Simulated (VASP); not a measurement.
All values below come from PBE GGA, VASP's PBE PAW potentials (set 64) (plane waves; VASP).

VASP ran on this input.

INCAR:
```
SYSTEM = PtC
PREC = Accurate; ENCUT = 520; LREAL = F
LASPH = T
EDIFF = 1E-6; NELM = 100; ALGO = Normal
LMAXMIX = 6
ISMEAR = 1; SIGMA = 0.1
GGA = PE
IBRION = 2; NSW = 60; ISIF = 3
EDIFFG = -0.01
LWAVE = F; LCHARG = F
```

File KPOINTS:
```
Automatic
0
G
 12 12 12
```

File POSCAR:
```
PtC
1
    0.0000000000     2.2896000000     2.2896000000
    2.2896000000     0.0000000000     2.2896000000
    2.2896000000     2.2896000000     0.0000000000
Pt C
1 1
Direct
  0.0000000000   0.0000000000   0.0000000000
  0.5000000000   0.5000000000   0.5000000000
```

POTCAR, in this order: Pt C (PBE.64 set). Program: vasp_std.

The run wrote:

### OUTCAR
```
 ion  position               nearest neighbor table
   1  0.000  0.000  0.000-   2 2.29   2 2.29   2 2.29   2 2.29   2 2.29   2 2.29
   2  0.500  0.500  0.500-   1 2.29   1 2.29   1 2.29   1 2.29   1 2.29   1 2.29
  LATTYP: Found a face centered cubic cell.
 ALAT       =     4.5792000000
 Subroutine PRICEL returns:
 Original cell was already a primitive cell.
 Subroutine GETGRP returns: Found 48 space group operations
The static configuration has the point symmetry O_h .
The dynamic configuration has the point symmetry O_h .
 Subroutine INISYM returns: Found 48 space group operations
 Subroutine IBZKPT returns following result:
 Found     72 irreducible k-points:

 Following reciprocal coordinates:
            Coordinates               Weight
  0.000000  0.000000  0.000000      1.000000
  0.083333  0.000000  0.000000      8.000000
  0.166667  0.000000  0.000000      8.000000
  0.250000  0.000000  0.000000      8.000000
  0.333333  0.000000  0.000000      8.000000
  0.416667  0.000000  0.000000      8.000000
  0.500000  0.000000  0.000000      4.000000
  0.083333  0.083333  0.000000      6.000000
  0.166667  0.083333  0.000000     24.000000
  0.250000  0.083333  0.000000     24.000000
  0.333333  0.083333  0.000000     24.000000
  0.416667  0.083333  0.000000     24.000000
  0.500000  0.083333  0.000000     24.000000
 -0.416667  0.083333  0.000000     24.000000
 -0.333333  0.083333  0.000000     24.000000
 -0.250000  0.083333  0.000000     24.000000
 -0.166667  0.083333  0.000000     24.000000
 -0.083333  0.083333  0.000000     12.000000
  0.166667  0.166667  0.000000      6.000000
  0.250000  0.166667  0.000000     24.000000
  0.333333  0.166667  0.000000     24.000000
  0.416667  0.166667  0.000000     24.000000
  0.500000  0.166667  0.000000     24.000000
 -0.416667  0.166667  0.000000     24.000000
...
```

**OSZICAR**
```
       N       E                     dE             d eps       ncg     rms          rms(c)
DAV:   1     0.556083046159E+02    0.55608E+02   -0.72820E+03  1656   0.118E+03
DAV:   2    -0.116745067251E+02   -0.67283E+02   -0.63453E+02  1769   0.223E+02
DAV:   3    -0.139078681779E+02   -0.22334E+01   -0.21692E+01  1871   0.403E+01
DAV:   4    -0.139257827822E+02   -0.17915E-01   -0.17907E-01  1723   0.409E+00
DAV:   5    -0.139259301293E+02   -0.14735E-03   -0.14734E-03  1837   0.371E-01    0.171E+01
DAV:   6    -0.127619051031E+02    0.11640E+01   -0.15557E+01  1929   0.320E+01    0.103E+01
DAV:   7    -0.123213573012E+02    0.44055E+00   -0.19667E+00  1703   0.131E+01    0.557E+00
DAV:   8    -0.123112522612E+02    0.10105E-01   -0.95494E-02  1692   0.280E+00    0.123E+00
DAV:   9    -0.123081988377E+02    0.30534E-02   -0.79970E-03  1795   0.771E-01    0.304E-01
DAV:  10    -0.123078644509E+02    0.33439E-03   -0.20823E-03  1731   0.374E-01    0.259E-02
DAV:  11    -0.123078694523E+02   -0.50013E-05   -0.29322E-05  1746   0.525E-02    0.138E-02
DAV:  12    -0.123078704311E+02   -0.97882E-06   -0.81821E-07  1185   0.979E-03
   1 F= -.12307870E+02 E0= -.12307541E+02  d E =-.123079E+02
       N       E                     dE             d eps       ncg     rms          rms(c)
DAV:   1    -0.153563423870E+02   -0.30485E+01   -0.67456E+01  1611   0.893E+01    0.186E+01
DAV:   2    -0.125513784491E+02    0.28050E+01   -0.12764E+01  1750   0.343E+01    0.461E+00
DAV:   3    -0.122471950105E+02    0.30418E+00   -0.52871E-01  1701   0.677E+00    0.266E+00
DAV:   4    -0.121823182276E+02    0.64877E-01   -0.32572E-01  1745   0.527E+00    0.112E+00
DAV:   5    -0.121821196586E+02    0.19857E-03   -0.47744E-03  1656   0.611E-01    0.908E-01
DAV:   6    -0.121835803407E+02   -0.14607E-02   -0.26829E-03  1674   0.444E-01    0.109E-01
DAV:   7    -0.121835480325E+02    0.32308E-04   -0.49428E-04  1800   0.176E-01    0.423E-02
DAV:   8    -0.121835503053E+02   -0.22727E-05   -0.27985E-05  1707   0.438E-02    0.939E-03
DAV:   9    -0.121835480059E+02    0.22994E-05   -0.33036E-06  1671   0.150E-02    0.313E-03
DAV:  10    -0.121835480881E+02   -0.82170E-07   -0.13548E-07   822   0.393E-03
   2 F= -.12183548E+02 E0= -.12183600E+02  d E =0.124322E+00
       N       E                     dE             d eps       ncg     rms          rms(c)
DAV:   1    -0.135485058458E+02   -0.13650E+01   -0.23386E+01  1617   0.518E+01    0.716E+00
DAV:   2    -0.126006695202E+02    0.94784E+00   -0.63506E+00  1724   0.245E+01    0.626E+00
DAV:   3    -0.124270032813E+02    0.17367E+00   -0.50534E-01  1736   0.626E+00    0.364E+00
DAV:   4    -0.124034310125E+02    0.23572E-01   -0.14269E-01  1747   0.344E+00    0.119E+00
DAV:   5    -0.124036739294E+02   -0.24292E-03   -0.60860E-03  1650   0.636E-01    0.612E-01
DAV:   6    -0.124035320244E+02    0.14191E-03   -0.10870E-03  1753   0.253E-01    0.293E-02
DAV:   7    -0.124035396202E+02   -0.75958E-05   -0.54600E-05  1691   0.699E-02    0.126E-02
DAV:   8    -0.124035398687E+02   -0.24854E-06   -0.13037E-06  1412   0.105E-02
   3 F= -.12403540E+02 E0= -.12403411E+02  d E =-.956694E-01
       N       E                     dE             d eps       ncg     rms          rms(c)
DAV:   1    -0.124039281477E+02   -0.38853E-03   -0.64206E-03  1611   0.859E-01    0.134E-01
DAV:   2    -0.124036605555E+02    0.26759E-03   -0.16640E-03  1749   0.392E-01    0.752E-02
DAV:   3    -0.124036179188E+02    0.42637E-04   -0.11624E-04  1707   0.972E-02    0.397E-02
DAV:   4    -0.124036125348E+02    0.53840E-05   -0.39751E-05  1753   0.571E-02    0.149E-02
DAV:   5    -0.124036129876E+02   -0.45280E-06   -0.34442E-06  1641   0.144E-02
   4 F= -.12403613E+02 E0= -.12403488E+02  d E =-.957426E-01
```

OUTCAR:
```
------------------------ aborting loop because EDIFF is reached ----------------------------------------
  FORCE on cell =-STRESS in cart. coord.  units (eV):
  Direction    XX          YY          ZZ          XY          YZ          ZX
  --------------------------------------------------------------------------------------
  Total       -0.0074837     -0.0074837     -0.0074837     -0.0000000     -0.0000000      0.0000000
  in kB       -0.5387392     -0.5387392     -0.5387392     -0.0000000     -0.0000000      0.0000000
  external PRESSURE =      -0.5387392 kB  Pullay stress =       0.0000000 kB
  volume of cell :       22.26
      direct lattice vectors                 reciprocal lattice vectors
     0.000000000  2.232574946  2.232574946    -0.223956647  0.223956647  0.223956647
     2.232574946 -0.000000000  2.232574946     0.223956647 -0.223956647  0.223956647
     2.232574946  2.232574946 -0.000000000     0.223956647  0.223956647 -0.223956647
 POSITION                                       TOTAL-FORCE (eV/Angst)
 -----------------------------------------------------------------------------------
      4.46515      2.23257      2.23257        -0.000000     -0.000000      0.000000
      2.23257      2.23257      2.23257         0.000000      0.000000     -0.000000
 -----------------------------------------------------------------------------------
    total drift:                                0.000000     -0.000000     -0.000000
  FREE ENERGIE OF THE ION-ELECTRON SYSTEM (eV)
  ---------------------------------------------------
  free  energy   TOTEN  =       -12.4036129876 eV

  energy  without entropy=      -12.4032387956  energy(sigma->0) =      -12.40348826

 reached required accuracy - stopping structural energy minimisation
```
(Selected blocks of OUTCAR.)

File CONTCAR:
```
PtC
   1.00000000000000
     0.0000000000000000    2.2325749455612889    2.2325749455612889
     2.2325749455612889   -0.0000000000000000    2.2325749455612889
     2.2325749455612889    2.2325749455612889   -0.0000000000000000
  Pt              C
     1     1
Direct
     0.0000000000000000    1.0000000000000000    1.0000000000000000
     0.5000000000000000    0.5000000000000000    0.5000000000000000
```

Energy and stress use the plane-wave basis of the starting cell.

The structure was generated: PtC was put into the rock salt type (Fm-3m), which need not be its known phase. This run relaxes it. Symmetry was kept, so distortions that lower it aren't found.
